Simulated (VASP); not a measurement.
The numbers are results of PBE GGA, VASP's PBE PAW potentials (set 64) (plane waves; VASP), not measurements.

The input files of a VASP run:

POSCAR:
```
AgZn31S32
1
   10.8925962364     0.0000000000     0.0000000000
    0.0000000000    10.8925962364    -0.0000000000
   -0.0000000000    -0.0000000000    10.8925962364
Zn S Ag
31 32 1
Direct
  0.5000000000   0.0000000000   0.0000000000
  0.7500000000   0.2500000000   0.0000000000
  0.7500000000   0.0000000000   0.2500000000
  0.0000000000   0.0000000000   0.0000000000
  0.2500000000   0.2500000000   0.0000000000
  0.5000000000   0.5000000000   0.0000000000
  0.7500000000   0.7500000000   0.0000000000
  0.2500000000   0.0000000000   0.2500000000
  0.5000000000   0.2500000000   0.2500000000
  0.7500000000   0.5000000000   0.2500000000
  0.5000000000   0.0000000000   0.5000000000
  0.7500000000   0.2500000000   0.5000000000
  0.7500000000   0.0000000000   0.7500000000
  0.0000000000   0.5000000000   0.0000000000
  0.2500000000   0.7500000000   0.0000000000
  0.0000000000   0.2500000000   0.2500000000
  0.2500000000   0.5000000000   0.2500000000
  0.5000000000   0.7500000000   0.2500000000
  0.0000000000   0.0000000000   0.5000000000
  0.2500000000   0.2500000000   0.5000000000
  0.7500000000   0.7500000000   0.5000000000
  0.2500000000   0.0000000000   0.7500000000
  0.5000000000   0.2500000000   0.7500000000
  0.7500000000   0.5000000000   0.7500000000
  0.0000000000   0.7500000000   0.2500000000
  0.0000000000   0.5000000000   0.5000000000
  0.2500000000   0.7500000000   0.5000000000
  0.0000000000   0.2500000000   0.7500000000
  0.2500000000   0.5000000000   0.7500000000
  0.5000000000   0.7500000000   0.7500000000
  0.0000000000   0.7500000000   0.7500000000
  0.6250000000   0.1250000000   0.1250000000
  0.8750000000   0.3750000000   0.1250000000
  0.8750000000   0.1250000000   0.3750000000
  0.1250000000   0.1250000000   0.1250000000
  0.3750000000   0.3750000000   0.1250000000
  0.6250000000   0.6250000000   0.1250000000
  0.8750000000   0.8750000000   0.1250000000
  0.3750000000   0.1250000000   0.3750000000
  0.6254310000   0.3793190000   0.3786720000
  0.8750000000   0.6250000000   0.3750000000
  0.6250000000   0.1250000000   0.6250000000
  0.8750000000   0.3750000000   0.6250000000
  0.8750000000   0.1250000000   0.8750000000
  0.1250000000   0.6250000000   0.1250000000
  0.3750000000   0.8750000000   0.1250000000
  0.1250000000   0.3750000000   0.3750000000
  0.3759780000   0.6267640000   0.3753730000
  0.6250000000   0.8750000000   0.3750000000
  0.1250000000   0.1250000000   0.6250000000
  0.3761220000   0.3793290000   0.6265310000
  0.6228010000   0.6212150000   0.6266070000
  0.8750000000   0.8750000000   0.6250000000
  0.3750000000   0.1250000000   0.8750000000
  0.6250000000   0.3750000000   0.8750000000
  0.8750000000   0.6250000000   0.8750000000
  0.1250000000   0.8750000000   0.3750000000
  0.1250000000   0.6250000000   0.6250000000
  0.3750000000   0.8750000000   0.6250000000
  0.1250000000   0.3750000000   0.8750000000
  0.3750000000   0.6250000000   0.8750000000
  0.6250000000   0.8750000000   0.8750000000
  0.1250000000   0.8750000000   0.8750000000
  0.4995090000   0.4974530000   0.5035640000
```

### KPOINTS
```
K-points
0
Gamma
1 1 1
0 0 0
```

**INCAR**
```
ALGO=Fast
EDIFF=1E-5
EDIFFG=-0.03
ENCUT=400
GGA=PE
IBRION=2
ISIF=2
ISMEAR=0
ISPIN=2
ISYM=0
LASPH=.True.
LCHARG=.False.
LMAXMIX=4
LORBIT=10
LREAL=Auto
LWAVE=.False.
MAGMOM=64*0.0156
NELECT=577.0
NELM=100
NELMIN=4
NSW=60
NUPDOWN=1
PREC=Normal
SIGMA=0.05
SYSTEM=AgZn31S32
```

POTCAR, in this order: Zn S Ag (PBE.64 set). Program: vasp_gam.

Task: What will the output report for the number of irreducible k-points (NKPTS), largest plane-wave count, FFT grid (NGX, NGY, NGZ)?

Result: 
| Item | Value |
|---|---|
| number of irreducible k-points (NKPTS) | 1 |
| largest plane-wave count | 11792 |
| FFT grid (NGX, NGY, NGZ) | 54 × 54 × 54 |

The cell is a supercell with a defect, built from ZnS (zinc blende): Ag_Zn, charge -2.
